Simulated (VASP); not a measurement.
**Bulk modulus against bond length in zinc-blende III-V compounds**

PBEsol in VASP (plane waves, PAW). Static lattice, from a third-order Birch-Murnaghan fit over five volumes at each level. The bond length is the nearest-neighbour distance.

Here d stands for bond length and y for ln of B0 in GPa.

| solid | bond length (Å) | ln of B0 in GPa | cut-off (eV) |
|---|---|---|---|
| BN | 1.563 | ? | 520 |
| AlN | 1.896 | 5.306 | 520 |
| GaN | 1.947 | 5.235 | 520 |
| BP | 1.958 | 5.129 | 520 |
| BAs | 2.069 | 4.947 | 520 |
| GaAs | 2.452 | 4.237 | 520 |
| AlAs | 2.460 | 4.280 | 520 |
| InP | 2.546 | 4.199 | 520 |
| InSb | 2.824 | 3.756 | 520 |

Problem. Fit y against d with a straight line in ln d, and predict the withheld value at d = 1.563.

Solution. With u = ln d - 0.81, the rows have u = -0.17025, -0.14371, -0.13808, -0.08293, 0.08690, 0.09016, 0.12452, 0.22815. Means: u -0.00065500, y 4.6361. About the means, the sum of products is -0.61597 and the sum of squares of u is 0.15882; the slope is their ratio. Least squares gives y = 4.6336 - 3.8785·u. Residuals (row less fit): 0.0121, 0.0440, -0.0401, -0.0082, -0.0596, -0.0039, 0.0484, 0.0073; standard error 0.0402 (degrees of freedom: 6). The slope is -3.88 with a standard error of 0.10. So B0 goes as d to the power -3.9 over these rows; such a law is empirical and holds within one kind of bonding. At the withheld row, u = -0.36339, so y = 4.6336 - 3.8785 × (-0.36339) = 6.0430. The calculation gives 5.956, 0.0870 below the prediction (4.0 % of the range of y in the table). The row lies outside the fitted rows, so this is an extrapolation. From the scatter of the fitted rows alone, a prediction at this place has a standard error of 0.0562, so the miss is 1.5 times that.

The run's B0 for BN is 386 GPa. AlN is here a metastable form; wurtzite is the usual one. GaN is here a metastable form; wurtzite is the usual one. The rows are a random draw from the solids of this series computed here; series whose standard error about the line passes 12 to 30 % of the range of y, or with no trend, aren't shown in this form.
